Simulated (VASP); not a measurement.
Runs of VASP 6.6.1 on NbTe. The structure is hexagonal, space group P-6m2 (No. 187). The conventional cell has a = 3.703 Å, b = 3.703 Å, c = 3.694 Å, α = 90.00°, β = 90.00°, γ = 120.00°. Te (site symmetry -6m2) has 6 Nb at 2.83 Å as nearest neighbours. Nb (site symmetry -6m2) is surrounded by 6 Te at 2.83 Å. The cell comes from a database or a generator and needn't be the stable form of this composition.

| k mesh | cutoff (eV) | gap on the mesh (eV) | pressure (GPa) |
| --- | --- | --- | --- |
| 4 × 4 × 4 | 450 | none | (a) |
| 4 × 4 × 4 | 500 | none | -1.5 |
| 3 × 3 × 3 | 450 | none | 0.6 |
| 5 × 5 × 5 | 450 | none | -1.5 |

Alike in all rows: task single point; level PBE; potentials or basis VASP PAW PBE potentials, release 64 (Te_GW, Nb_sv_GW); no spin polarisation; cell as given; smearing gaussian 0.02 eV; the mesh is coarse, so values aren't converged.

Problem. Fill in the values left out.

Solution. (a) -1.3.

Caveats: all runs use coarse meshes.

A k mesh can miss the band edges, and the runs leave out spin-orbit coupling on Nb, Te.

A gap of «none» marks a metal or a gap under the smearing width.
